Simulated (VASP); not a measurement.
An input for Ansatz (written as the equivalent of a VASP run, and not itself run):

Ansatz 0.2 input:
```yaml
crystal:
  lattice:
    - [0.0000000, 2.3147586, 2.3147586]
    - [2.3147586, 0.0000000, 2.3147586]
    - [2.3147586, 2.3147586, 0.0000000]
  atoms:
    - { symbol: Be, position: [1.0000000, 1.0000000, 0.0000000] }
    - { symbol: Se, position: [0.2500000, 0.2500000, 0.2500000] }
kpoints:
  mp_grid: { grid: [10, 10, 10] }
hamiltonian:
  xc: pbesol
  pseudopotentials: { kind: paw }
scf:
  occupations: { method: gaussian, width: 0.05 }
  max_iter: 100
relax:
  max_steps: 40
  f_tol: 0.02
  cell: { p_target: 45 }
output: { forces: true, stress: true, eigenvalues: true }
```

Question: Translate this input to VASP (INCAR, KPOINTS, POSCAR, choice of POTCAR).

Answer: One answer among several that fit: 
KPOINTS:
```
Automatic mesh
0
G
  10 10 10
```

### POSCAR
```
BeSe
1
   -0.0000000000     2.3147585842     2.3147585842
    2.3147585842    -0.0000000000     2.3147585842
    2.3147585842     2.3147585842     0.0000000000
Be Se
1 1
Direct
  1.0000000000   1.0000000000   0.0000000000
  0.2500000000   0.2500000000   0.2500000000
```

### INCAR
```
EDIFF = 1E-6
IBRION = 2   ! conjugate gradients
GGA = PS   ! PBEsol
LCHARG = F
ENCUT = 500   ! plane-wave cut-off (eV)
NELM = 100   ! most electronic steps
LWAVE = F
LREAL = F
ISIF = 3   ! ions, shape and volume
ALGO = Normal   ! blocked Davidson
PREC = Accurate
ISMEAR = 0   ! Gaussian
EDIFFG = -0.02   ! ionic stop
SIGMA = 0.05   ! width (eV)
LASPH = T   ! aspherical one-centre terms
PSTRESS = 450
LMAXMIX = 4   ! l cut-off of mixed one-centre charges
SYSTEM = BeSe
NSW = 40
```

POTCAR, in this order: Be Se (PBE.64 set). Program: vasp_std.

What does not carry over: each code has its own PAW files, so the cut-off isn't converted (ENCUT is set for VASP's; basis.ecutwfc is left out, and Ansatz then takes the one that its files recommend); Ansatz stops its SCF on the density residual and VASP on the energy change (EDIFF).

The structure was generated: BeSe was put into the zinc blende type (F-43m), which need not be its known phase. It was relaxed first under an external pressure of 45 GPa.
